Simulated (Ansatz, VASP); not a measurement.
## BeSb in VASP and in Ansatz

File POSCAR:

```
BeSb
1.0
    3.8791000000      0.0000000000      0.0000000000
   -1.9395500000      3.3594000000      0.0000000000
    0.0000000000      0.0000000000      3.0375500000
Be Sb
1 1
Direct
    0.0000000000      0.0000000000      0.0000000000
    0.3333300000      0.6666700000      0.5000000000
```

The input INCAR.step1:

```
SYSTEM = BeSb
PREC = Accurate ; ENCUT = 520
EDIFF = 1E-5 ; ISMEAR = -1
SIGMA = 0.05 ; LREAL = .FALSE.
LASPH = .TRUE. ; NELM = 100
ALGO = Normal ; ISIF = 2
LWAVE = .TRUE. ; LCHARG = .FALSE.
NBANDS = 10 ; GGA = PE
```

INCAR.step2

```
SYSTEM = BeSb
PREC = Accurate ; ENCUT = 520
EDIFF = 1E-6 ; ISMEAR = -1
SIGMA = 0.05 ; LREAL = .FALSE.
LASPH = .TRUE. ; NELM = 100
ALGO = Normal ; ISIF = 2
LWAVE = .FALSE. ; LCHARG = .FALSE.
GGA = PE ; LHFCALC = .TRUE.
HFSCREEN = 0.2 ; AEXX = 0.5
PRECFOCK = Fast ; NBANDS = 10
ISTART = 1
```

KPOINTS

```
regular mesh
0
G
  4 4 5
  0 0 0
```

Contents of input.yaml:

```yaml
crystal:
  lattice:
    - [3.8791, 0.0, 0.0]
    - [-1.93955, 3.3594, 0.0]
    - [0.0, 0.0, 3.03755]
  atoms:
    - { symbol: Be, position: [0.0, 0.0, 0.0] }
    - { symbol: Sb, position: [0.33333, 0.66667, 0.5] }
hamiltonian:
  xc: { exchange: pbe, correlation: pbe, exx: { coeff: 0.5, omega: 0.2 } }
  pseudopotentials: { kind: paw }
kpoints:
  mp_grid: { grid: [4, 4, 5] }
scf:
  occupations: { method: fermi_dirac, width: 0.05 }
output:
  forces: true
  stress: true
  eigenvalues: true
```

The cell was built by a generator and needn't be a form met in nature.

Alike in both runs: task single point; functional HSE(alpha, omega); k mesh 4 × 4 × 5; occupations fermi-dirac, width 0.05 eV; no spin polarisation.

|  | VASP | Ansatz |
| --- | --- | --- |
| version | VASP 6.6.1 | Ansatz 0.2.0 |
| potentials or method | VASP PAW PBE potentials, release 64 (Be, Sb) | Ansatz PAW |
| plane-wave cutoff (eV) | 520 | 420 |
| valence electrons in the cell | 7 | 17 |

VASP gave:

```
gap on the k mesh at the Fermi level (eV)       : none
pressure (GPa)                                  : -5.3
largest component of the traceless stress (GPa) : 1.20
```

Question: Estimate Ansatz's values.

Answer: gap on the k mesh at the Fermi level (eV): none; pressure (GPa): -3.2; largest component of the traceless stress (GPa): 0.38.

A gap of «none» marks a metal or a gap that the smearing closes. With one functional, cell and mesh, what is left measures potentials, basis and numerics. The two sets of potentials don't hold the same shells in valence.

Caveats: the k mesh is coarse (spacing up to 0.47 Å⁻¹), so the values aren't converged, least of all with exact exchange; the PAW data sets were made with another functional, which shifts forces and pressure a little (VASP); the PAW data sets come from PBE, with cores solved anew for the run's functional, which leaves a small shift of forces and pressure (Ansatz); the thresholds are loose for stress (Ansatz). The runs have no spin-orbit coupling, so splittings on Sb are missing.
